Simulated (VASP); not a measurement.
All values below come from optB88-vdW, VASP's PBE PAW potentials (set 64) (plane waves; VASP).

The input files of a VASP run:

INCAR:
```
# general
SYSTEM   = Sc
PREC     = Accurate
ENCUT    = 520
LREAL    = .False.
LASPH    = .True.

# electronic loop
EDIFF    = 1E-7
NELM     = 100
ALGO     = Normal
LMAXMIX  = 4

# smearing
ISMEAR   = -5

# functional
GGA      = BO
LUSE_VDW = .True.
AGGAC    = 0.0
PARAM1   = 0.1833333333
PARAM2   = 0.22

# ions
ISIF     = 2

# output
LWAVE    = .False.
LCHARG   = .True.
LORBIT   = 11
NEDOS    = 601
```

**POSCAR**
```
Sc
1
    1.6466220650    -2.8520329922     0.0000000000
    1.6466220650     2.8520329922    -0.0000000000
   -0.0000000000    -0.0000000000     5.0929517222
Sc
2
Direct
  0.3333330000   0.6666670000   0.2500000000
  0.6666670000   0.3333330000   0.7500000000
```

**KPOINTS**
```
Automatic mesh
0
Gamma
14 14 8
0 0 0
```

POTCAR, in this order: Sc_sv (PBE.64 set). Program: vasp_std.

Output

File OSZICAR:
```
       N       E                     dE             d eps       ncg     rms          rms(c)
DAV:   1     0.393961068643E+03    0.39396E+03   -0.11106E+04  3600   0.157E+03
DAV:   2     0.156269120758E+02   -0.37833E+03   -0.37263E+03  4986   0.666E+02
DAV:   3    -0.772682303746E+01   -0.23354E+02   -0.22948E+02  6020   0.193E+02
DAV:   4    -0.810644988255E+01   -0.37963E+00   -0.37753E+00  5527   0.230E+01
DAV:   5    -0.811468077554E+01   -0.82309E-02   -0.82161E-02  6016   0.286E+00    0.758E+00
DAV:   6    -0.708585144735E+01    0.10288E+01   -0.24480E+00  4510   0.205E+01    0.228E+00
DAV:   7    -0.695620255065E+01    0.12965E+00   -0.56532E-01  4692   0.898E+00    0.790E-01
DAV:   8    -0.694838367682E+01    0.78189E-02   -0.25442E-02  4937   0.244E+00    0.209E-01
DAV:   9    -0.694766362092E+01    0.72006E-03   -0.58049E-03  4692   0.963E-01    0.308E-02
DAV:  10    -0.694774273036E+01   -0.79109E-04   -0.21057E-04  5834   0.195E-01    0.874E-03
DAV:  11    -0.694774093157E+01    0.17988E-05   -0.63557E-06  4919   0.348E-02    0.237E-03
DAV:  12    -0.694774245970E+01   -0.15281E-05   -0.61837E-07  4185   0.122E-02    0.807E-04
DAV:  13    -0.694774210406E+01    0.35564E-06   -0.73396E-08  2633   0.644E-03    0.158E-04
DAV:  14    -0.694774211545E+01   -0.11386E-07   -0.30146E-08  2465   0.500E-03
   1 F= -.69477421E+01 E0= -.69477421E+01  d E =0.000000E+00
```

### OUTCAR
```
------------------------ aborting loop because EDIFF is reached ----------------------------------------
  FORCE on cell =-STRESS in cart. coord.  units (eV):
  Direction    XX          YY          ZZ          XY          YZ          ZX
  --------------------------------------------------------------------------------------
  Total       -0.0143946     -0.0143946     -0.0254899      0.0000000      0.0000000      0.0000000
  in kB       -0.4821291     -0.4821291     -0.8537497      0.0000000      0.0000000      0.0000000
  external PRESSURE =      -0.6060026 kB  Pullay stress =       0.0000000 kB
  volume of cell :       47.84
      direct lattice vectors                 reciprocal lattice vectors
     1.646622065 -2.852032992  0.000000000     0.303651949 -0.175313540  0.000000000
     1.646622065  2.852032992  0.000000000     0.303651949  0.175313540  0.000000000
     0.000000000  0.000000000  5.092951722     0.000000000  0.000000000  0.196349790
 POSITION                                       TOTAL-FORCE (eV/Angst)
 -----------------------------------------------------------------------------------
      1.64662      0.95068      1.27324         0.000000      0.000000      0.000000
      1.64662     -0.95068      3.81971        -0.000000     -0.000000      0.000000
 -----------------------------------------------------------------------------------
    total drift:                                0.000000      0.000686     -0.000015
  FREE ENERGIE OF THE ION-ELECTRON SYSTEM (eV)
  ---------------------------------------------------
  free  energy   TOTEN  =        -6.9477421154 eV

  energy  without entropy=       -6.9477421154  energy(sigma->0) =       -6.94774212

 total charge

# of ion       s       p       d       tot
------------------------------------------
    1        2.284   6.104   1.053   9.441
    2        2.284   6.104   1.053   9.441
--------------------------------------------------
tot          4.569  12.207   2.106  18.882
```
(Selected blocks of OUTCAR.)

For a metal the tetrahedron method with Blöchl corrections gives inexact stress and forces.

The compound is Sc in the hcp structure. It was relaxed first.
